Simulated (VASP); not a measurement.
OSZICAR of a VASP run on SrCl₂ (fluorite):

OSZICAR:
```
       N       E                     dE             d eps       ncg     rms          rms(c)
DAV:   1     0.151276574980E+03    0.15128E+03   -0.11724E+04   512   0.132E+03
DAV:   2    -0.422206347823E+01   -0.15550E+03   -0.15267E+03   704   0.250E+02
DAV:   3    -0.127034842598E+02   -0.84814E+01   -0.84756E+01   720   0.634E+01
DAV:   4    -0.129078959418E+02   -0.20441E+00   -0.20438E+00   872   0.800E+00
DAV:   5    -0.129115120067E+02   -0.36161E-02   -0.36160E-02   728   0.799E-01    0.160E+01
DAV:   6    -0.126417305687E+02    0.26978E+00   -0.67402E-01   672   0.489E+00    0.102E+01
DAV:   7    -0.126525840048E+02   -0.10853E-01   -0.45779E-01   736   0.440E+00    0.184E+00
DAV:   8    -0.126527292586E+02   -0.14525E-03   -0.68611E-02   608   0.155E+00    0.384E-01
DAV:   9    -0.126539870229E+02   -0.12578E-02   -0.20668E-03   712   0.316E-01    0.146E-01
DAV:  10    -0.126553207140E+02   -0.13337E-02   -0.11465E-03   560   0.226E-01    0.415E-02
DAV:  11    -0.126554043052E+02   -0.83591E-04   -0.10564E-04   776   0.579E-02    0.408E-02
DAV:  12    -0.126554148911E+02   -0.10586E-04   -0.15366E-05   632   0.229E-02    0.125E-02
DAV:  13    -0.126554181474E+02   -0.32564E-05   -0.53932E-06   648   0.140E-02    0.482E-03
DAV:  14    -0.126554180664E+02    0.80981E-07   -0.20015E-07   536   0.324E-03
   1 F= -.77860356E+01 E0= -.77860356E+01  d E =-.778604E+01
       N       E                     dE             d eps       ncg     rms          rms(c)
DAV:   1    -0.142054463110E+02   -0.15500E+01   -0.48889E+01   672   0.523E+01    0.146E+01
DAV:   2    -0.124896035472E+02    0.17158E+01   -0.32280E+00   592   0.119E+01    0.407E+00
DAV:   3    -0.121415974918E+02    0.34801E+00   -0.13738E+00   872   0.710E+00    0.225E+00
DAV:   4    -0.121551730546E+02   -0.13576E-01   -0.67254E-02   944   0.164E+00    0.130E+00
DAV:   5    -0.121680775436E+02   -0.12904E-01   -0.32441E-02   872   0.951E-01    0.432E-01
DAV:   6    -0.121687371749E+02   -0.65963E-03   -0.13218E-03   664   0.319E-01    0.768E-02
DAV:   7    -0.121687593040E+02   -0.22129E-04   -0.11375E-04   712   0.828E-02    0.420E-02
DAV:   8    -0.121687653141E+02   -0.60100E-05   -0.12218E-05   704   0.331E-02    0.192E-02
DAV:   9    -0.121687650024E+02    0.31165E-06   -0.35644E-06   760   0.133E-02
   2 F= -.78520095E+01 E0= -.78520095E+01  d E =-.659739E-01
       N       E                     dE             d eps       ncg     rms          rms(c)
DAV:   1    -0.126260840427E+02   -0.45732E+00   -0.57638E+00   640   0.177E+01    0.392E+00
DAV:   2    -0.124337979252E+02    0.19229E+00   -0.46094E-01   624   0.466E+00    0.163E+00
DAV:   3    -0.123876945271E+02    0.46103E-01   -0.12057E-01   864   0.227E+00    0.125E+00
DAV:   4    -0.123878673330E+02   -0.17281E-03   -0.15920E-02   872   0.732E-01    0.704E-01
DAV:   5    -0.123889198678E+02   -0.10525E-02   -0.34635E-03   888   0.307E-01    0.905E-02
DAV:   6    -0.123888644697E+02    0.55398E-04   -0.23419E-04   720   0.128E-01    0.477E-02
DAV:   7    -0.123888668318E+02   -0.23621E-05   -0.42013E-05   768   0.537E-02    0.168E-02
DAV:   8    -0.123888655393E+02    0.12925E-05   -0.57559E-06   584   0.206E-02    0.795E-03
DAV:   9    -0.123888662534E+02   -0.71404E-06   -0.71840E-07   432   0.707E-03
   3 F= -.78833775E+01 E0= -.78833775E+01  d E =-.973419E-01
```

Which electronic solver shows in the log?

It is blocked Davidson (ALGO = Normal, or the opening steps of other solvers). The INCAR had ALGO = Normal.

Can the final energy be trusted as converged?

The run converged. It stopped with EDIFF = 1E-6, NELM = 100, NSW = 40 and EDIFFG = -0.02 after 3 ionic steps (PBE GGA, plane waves, VASP's PBE PAW potentials (set 64)). Energy and stress use the plane-wave basis of the starting cell.

The compound is SrCl2 in the fluorite structure. This run relaxes it under an external pressure of 10 GPa. Symmetry was kept, so distortions that lower it aren't found.
